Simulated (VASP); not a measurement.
Output of a VASP run:

OSZICAR:
```
       N       E                     dE             d eps       ncg     rms          rms(c)
DAV:   1     0.310055236456E+02    0.31006E+02   -0.50101E+03  4247   0.865E+02
DAV:   2    -0.400845402733E+01   -0.35014E+02   -0.32923E+02  3632   0.172E+02
DAV:   3    -0.425309026420E+01   -0.24464E+00   -0.24456E+00  4000   0.148E+01
DAV:   4    -0.425375416986E+01   -0.66391E-03   -0.66394E-03  3738   0.852E-01
DAV:   5    -0.425375899640E+01   -0.48265E-05   -0.48260E-05  3779   0.724E-02    0.936E+00
DAV:   6    -0.392847676171E+01    0.32528E+00   -0.10981E+00  3528   0.999E+00    0.585E+00
DAV:   7    -0.390513101277E+01    0.23346E-01   -0.87190E-02  3752   0.273E+00    0.288E+00
DAV:   8    -0.390192504997E+01    0.32060E-02   -0.16836E-03  3679   0.468E-01    0.277E-01
DAV:   9    -0.390191183313E+01    0.13217E-04   -0.84501E-06  3705   0.343E-02    0.135E-02
DAV:  10    -0.390191516565E+01   -0.33325E-05   -0.10935E-06  3781   0.109E-02    0.307E-03
DAV:  11    -0.390191520768E+01   -0.42022E-07   -0.46153E-08  2084   0.215E-03
   1 F= -.39019152E+01 E0= -.39019152E+01  d E =0.000000E+00
```

OUTCAR:
```
------------------------ aborting loop because EDIFF is reached ----------------------------------------
  FORCE on cell =-STRESS in cart. coord.  units (eV):
  Direction    XX          YY          ZZ          XY          YZ          ZX
  --------------------------------------------------------------------------------------
  Total        0.0468834      0.0468834      0.0468834      0.0000000      0.0000000      0.0000000
  in kB        4.4213739      4.4213739      4.4213739      0.0000000      0.0000000      0.0000000
  external PRESSURE =       4.4213739 kB  Pullay stress =       0.0000000 kB
  volume of cell :       16.99
      direct lattice vectors                 reciprocal lattice vectors
    -1.619462718  1.619462718  1.619462718     0.000000000  0.308744372  0.308744372
     1.619462718 -1.619462718  1.619462718     0.308744372  0.000000000  0.308744372
     1.619462718  1.619462718 -1.619462718     0.308744372  0.308744372  0.000000000
 POSITION                                       TOTAL-FORCE (eV/Angst)
 -----------------------------------------------------------------------------------
      0.00000      0.00000      0.00000         0.000000      0.000000      0.000000
 -----------------------------------------------------------------------------------
    total drift:                                0.000000      0.000000      0.000000
  FREE ENERGIE OF THE ION-ELECTRON SYSTEM (eV)
  ---------------------------------------------------
  free  energy   TOTEN  =        -3.9019152077 eV

  energy  without entropy=       -3.9019152077  energy(sigma->0) =       -3.90191521

 total charge

# of ion       s       p       d       tot
------------------------------------------
    1        0.546   0.361   8.746   9.654
```
(Selected blocks of OUTCAR.)

**POSCAR**
```
Au
1
   -1.6194627179     1.6194627179     1.6194627179
    1.6194627179    -1.6194627179     1.6194627179
    1.6194627179     1.6194627179    -1.6194627179
Au
1
Direct
  0.0000000000   0.0000000000   0.0000000000
```

Question: Write an INCAR and KPOINTS that could have produced this output.

Answer: One answer among several that fit: the input of the run itself, PBEsol GGA, plane waves, VASP's PBE PAW potentials (set 64).

### INCAR
```
# general
SYSTEM  = Au
PREC    = Accurate
ENCUT   = 400
LREAL   = .False.
LASPH   = .True.   # aspherical one-centre terms

# electronic loop
EDIFF   = 1E-7   # SCF stop (eV)
NELM    = 100
ALGO    = Normal   # blocked Davidson
LMAXMIX = 6   # l cut-off of mixed one-centre charges

# smearing
ISMEAR  = -5   # tetrahedra, Bloechl

# functional
GGA     = PS

# ions
ISIF    = 2   # forces and stress, cell fixed

# output
LWAVE   = .False.
LCHARG  = .True.
LORBIT  = 11
NEDOS   = 601
```

File KPOINTS:
```
Automatic
0
gamma
18 18 18
0 0 0
```

POTCAR, in this order: Au (PBE.64 set). Program: vasp_std.

For a metal the tetrahedron method with Blöchl corrections gives inexact stress and forces.

The structure was generated: Au was put into the bcc type (Im-3m), which need not be its known phase. It was relaxed first.
